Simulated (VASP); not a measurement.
## MgCd (space group P4/mmm): computed properties

Computed with PBEsol GGA, VASP's PBE PAW potentials (set 64) (plane waves; VASP).

```json
{
 "space_group": "P4/mmm (123)",
 "cell": "a = 3.289 Å, b = 3.289 Å, c = 3.776 Å, α = 90.00°, β = 90.00°, γ = 90.00°",
 "volume_per_atom": "20.43 Å³/atom",
 "band gap (over mesh and band path)": "none (metal, semimetal or under 0.01 eV)",
 "density": "5.56 g/cm³"
}
```

```cif
data_CdMg
_chemical_formula_sum 'Mg1 Cd1'
_space_group_name_H-M_alt 'P4/mmm'
_space_group_IT_number 123
_space_group_name_Hall '-P 4 2'
_cell_length_a 3.28939
_cell_length_b 3.28939
_cell_length_c 3.77583
_cell_angle_alpha 90.000
_cell_angle_beta 90.000
_cell_angle_gamma 90.000
loop_
_atom_site_label
_atom_site_type_symbol
_atom_site_symmetry_multiplicity
_atom_site_Wyckoff_symbol
_atom_site_fract_x
_atom_site_fract_y
_atom_site_fract_z
_atom_site_occupancy
Mg1 Mg 1 d 0.50000 0.50000 0.50000 1
Cd1 Cd 1 a 0.00000 0.00000 0.00000 1
```

The structure comes from a computed database's MgCd entry (P4/mmm); how it stands against other phases isn't given here. It was relaxed first. Symmetry was kept, so distortions that lower it aren't found.
